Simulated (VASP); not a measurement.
Input:

```
AlRu
1.0
    2.97816     0.00000     0.00000
    0.00000     2.97816     0.00000
    0.00000     0.00000     2.97816
Al Ru
1 1
Direct
  0.50000   0.50000   0.50000
  0.00000   0.00000   0.00000
```

Computed with r2SCAN+rVV10, VASP's PBE PAW potentials (set 64) (plane waves; VASP 6.6.1). Numerical set-up: 520 eV cut-off, 14×14×14 Γ-centred mesh, tetrahedra with Blöchl corrections, potentials Al Ru_pv.

Problem. Give the energies of bands 4 to 11 at the high-symmetry points, in eV from the Fermi level.

Solution. 
| band | Γ | X | M | R |
|---|---|---|---|---|
| 4 | -10.24 | -6.22 | -6.37 | -4.98 |
| 5 | -3.74 | -5.71 | -3.19 | -4.98 |
| 6 | -3.74 | -2.84 | -1.47 | -4.98 |
| 7 | 0.20 | -1.70 | -1.47 | 1.88 |
| 8 | 0.20 | -1.70 | -1.25 | 1.88 |
| 9 | 0.20 | 0.47 | -1.25 | 3.30 |
| 10 | 6.60 | 2.59 | 1.78 | 4.37 |
| 11 | 6.60 | 7.75 | 5.77 | 4.37 |

It has no gap at this level: it comes out as a metal or semimetal.

The compound is RuAl in the CsCl type structure. It was relaxed first. The electron count is odd and the run is not spin-polarised, which forces a metal.
